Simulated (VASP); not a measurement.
# AlN: exact exchange and RPA correlation, part 7 of 7

Aim: total energies of AlN from exact exchange and RPA correlation, beside cheaper functionals. The scan starts from a database cell, scaled to the smallest volume of the series. The cell is of the wurtzite type, one of the forms listed for this formula. The start is a cell from a database of measured crystal structures.

VASP 6.6.1, plane waves and PAW; the level of theory is named at each step.

So far. Step 33 (RPA correlation, volume ratio 1.06): Extrapolated by the program to an infinite response cutoff, the correlation energy is -6.3335 eV an atom, -24 meV against the point before. With exact exchange the total is -19.1348 eV an atom. Step 34 (Comparison: r2SCAN, volume ratio 1.06): Its energy is -28.9896 eV an atom, on a zero of its own.

The database entry behind the starting cell differs from later determinations by our own check (inner coordinate u about 0.002 short), so it need not match the best structure at ambient conditions.

### Step 35. Orbitals for comparison: HSE06, volume ratio 1.06 (continued)

Level of this step: LDA; plane waves and PAW (Al_GW, N_GW) (VASP).

From OUTCAR (step 35):

```text
  Total       -4.2247948     -4.2247948     -3.6955771      0.0000000     -0.0000000      0.0000000
  in kB     -152.7583381   -152.7583381   -133.6231096      0.0000000     -0.0000000      0.0000000
  external PRESSURE =    -146.3799286 kB  Pullay stress =       0.0000000 kB

 POSITION                                       TOTAL-FORCE (eV/Angst)
 -----------------------------------------------------------------------------------
      1.58703      0.91627      2.53935         0.000000      0.000000     -0.078071
     -0.00000      1.83254      0.00000        -0.000000     -0.000000     -0.078071
      1.58703      0.91627      4.46925         0.000000     -0.000000      0.078071
     -0.00000      1.83254      1.92990        -0.000000     -0.000000      0.078071
 -----------------------------------------------------------------------------------
    total drift:                                0.000000      0.000000     -0.001315

  FREE ENERGIE OF THE ION-ELECTRON SYSTEM (eV)
  ---------------------------------------------------
  free  energy   TOTEN  =       -32.7441949703 eV

  energy  without entropy=      -32.7441949703  energy(sigma->0) =      -32.74419497

[... 2 parts as in an earlier step ...]

[... 1 further part left out ...]
[key lines of the parts left out:]
E-fermi :   4.7445
```

The run ends at a pressure of -14.64 GPa, with forces up to 0.078 eV/Å.

### Step 36. Comparison: HSE06, volume ratio 1.06

This step: HSE06; plane waves and PAW (Al_GW, N_GW) (VASP 6.6.1).

The comparison at this point.

Input file INCAR:

```
SYSTEM = AlN
PREC = Accurate
ENCUT = 570
EDIFF = 1E-06
NELM = 100
ISMEAR = 0
SIGMA = 0.05
LREAL = .FALSE.
ALGO = Normal
LHFCALC = .TRUE.
AEXX = 0.25
GGA = PE
HFSCREEN = 0.2
LASPH = .TRUE.
NBANDS = 14
PRECFOCK = Fast
LWAVE = .FALSE.
LCHARG = .FALSE.
KPAR = 4
```

Input file POSCAR:

```
AlN
1.0
    3.1740547162      0.0000000000      0.0000000000
   -1.5870273581      2.7488120173      0.0000000000
    0.0000000000      0.0000000000      5.0786914685
Al N
2 2
Direct
    0.6666666667      0.3333333333      0.5000000000
    0.3333333333      0.6666666667      0.0000000000
    0.6666666667      0.3333333333      0.8800000000
    0.3333333333      0.6666666667      0.3800000000
```

Input file KPOINTS:

```
Automatic mesh
0
Gamma
6 6 4
0 0 0
```

PAW data sets: Al_GW and N_GW (LDA family, release 64).

The run starts from files that an earlier step left in the folder.

Run with:

```bash
$ mpirun -np 4 vasp_std
```

Log:

```text
[... set-up lines as in an earlier step ...]
 entering main loop
       N       E                     dE             d eps       ncg     rms          rms(c)
DAV:   1    -0.348830968971E+02   -0.34883E+02   -0.96958E-01   648   0.154E+01    0.775E-01
DAV:   2    -0.348842286603E+02   -0.11318E-02   -0.28081E-02   798   0.190E+00    0.520E-01
DAV:   3    -0.348789680097E+02    0.52607E-02   -0.64861E-03   822   0.702E-01    0.334E-01
DAV:   4    -0.348782792845E+02    0.68873E-03   -0.11863E-03   816   0.249E-01    0.221E-01
[...]
DAV:   9    -0.348777148723E+02    0.41841E-05   -0.14095E-06   450   0.172E-02    0.127E-02
DAV:  10    -0.348777137198E+02    0.11525E-05   -0.93107E-07   438   0.913E-03    0.749E-03
DAV:  11    -0.348777134450E+02    0.27480E-06   -0.23463E-07   420   0.462E-03
   1 F= -.34877713E+02 E0= -.34877713E+02  d E =-.305027E-11
```

It took 5 min on 4 MPI ranks of Intel Xeon Platinum 8259CL at 2.50GHz (Skylake/Cascade Lake), shared host; peak memory 1.1 GiB; 16 min of CPU time.

OUTCAR, selected parts (step 36):

```text
 POSITION                                       TOTAL-FORCE (eV/Angst)
 -----------------------------------------------------------------------------------
      1.58703      0.91627      2.53935         0.000000      0.000000     -0.082623
     -0.00000      1.83254      0.00000        -0.000000      0.000000     -0.082623
      1.58703      0.91627      4.46925        -0.000000      0.000000      0.082623
     -0.00000      1.83254      1.92990         0.000000     -0.000000      0.082623
 -----------------------------------------------------------------------------------
    total drift:                                0.000001      0.000001     -0.006430

  FREE ENERGIE OF THE ION-ELECTRON SYSTEM (eV)
  ---------------------------------------------------
  free  energy   TOTEN  =       -34.8777134450 eV

  energy  without entropy=      -34.8777134450  energy(sigma->0) =      -34.87771344

[... 2 parts as in an earlier step ...]

[... 1 further part left out ...]
[key lines of the parts left out:]
E-fermi :   4.0693
```

Its energy is -8.7194 eV an atom, on a zero of its own.

### Step 37. Summary

This step: exact exchange and RPA correlation on LDA orbitals, beside r2SCAN, beside HSE06; plane waves and PAW (VASP 6.6.1).

This step runs nothing: it gathers the runs above.

Numbers from this step:

```
equilibrium volume, EXX+RPA : 10.67 Å³/atom
bulk modulus                : 202.1 GPa
```

Energy above the lowest point against volume; values in meV/atom:

```csv
volume (Å³/atom),LDA,EXX,EXX+RPA,r2SCAN,HSE06
9.615,25.6,29.9,77.3,40.5,37.1
10.033,1.47,2.12,26.2,7.35,5.91
10.346,0,0,6.27,0,0
10.660,10.6,11.6,0,5.38,6.78
11.078,40.6,45.2,9.41,29.4,32.6
```

Cost is wall time times ranks on a shared host; the EXX and RPA rows hold the orbitals run too, the hybrid row not its starting run, and runs of a few seconds are mostly start-up. Fits of the equation of state:

```csv
level,V0 (Å³/atom),B0 (GPa),fit error (meV/atom),minimum inside the series,cost a point (core minutes)
LDA,10.22,212.5,1.61e-4,yes,0.31
EXX,10.23,240,0.003098,yes,5.73
EXX+RPA,10.67,202.1,0.02393,yes,113.3
r2SCAN,10.36,212.9,3.68e-4,yes,1.09
HSE06,10.33,215.1,4.02e-5,yes,17.59
```

### Step 38. What came out

| Property | Result |
| --- | --- |
| LDA | V0 10.22 Å³/atom, B0 213 GPa |
| EXX | V0 10.23 Å³/atom, B0 240 GPa |
| EXX+RPA | V0 10.67 Å³/atom, B0 202 GPa |
| r2SCAN | V0 10.36 Å³/atom, B0 213 GPa |
| HSE06 | V0 10.33 Å³/atom, B0 215 GPa |

**Reading.** Exact exchange with RPA correlation puts the minimum at 10.67 Å³ an atom, with a bulk modulus of 202 GPa. LDA puts the volume 4.1 % below EXX+RPA, at roughly 1/366 of its cost. r2SCAN puts the volume 2.8 % below EXX+RPA, at roughly 1/104 of its cost. HSE06 puts the volume 3.2 % below EXX+RPA, at roughly 1/6 of its cost. Correlation widens the exact-exchange volume by 4.2 %. Exact exchange and correlation are taken on one coarse mesh and aren't self-consistent; the correlation energy is extrapolated in the response cutoff by the program, which at the first volume adds -772 meV an atom to the value at the highest cutoff and varies with the volume; a small fit error says nothing about that part. NBANDS follows the largest plane-wave count of any k point, which rises in steps with the volume. The cheaper functionals share the mesh, and the fits are third-order Birch-Murnaghan curves. The atoms weren't relaxed and carry forces of up to 0.19 eV/Å at LDA in the first static run, so the numbers belong to the given coordinates, and a relaxation would change them. Not tabulated here, as repeats of values shown or as unfit to read for their mesh, reference level or band range: eps2 curves (empty bands); eps1 curves and static values (empty bands); gaps (empty bands).

[Lines on the potential files, build, host, timing and source positions are cut from VASP's logs without a mark.]

[Logs are printed without paths, hosts, clocks, repeated set-up lines and the standing remarks that a program may print on its own settings, such as how far it seeks lower states.]

[Hosts, paths, dates, database ids (printed as entryN), source tags and the programs' standing remarks are cut or masked in the printed files.]

[Pressures printed for these runs are not shown converged in the cutoff: they can be off by several GPa and have the wrong sign.]
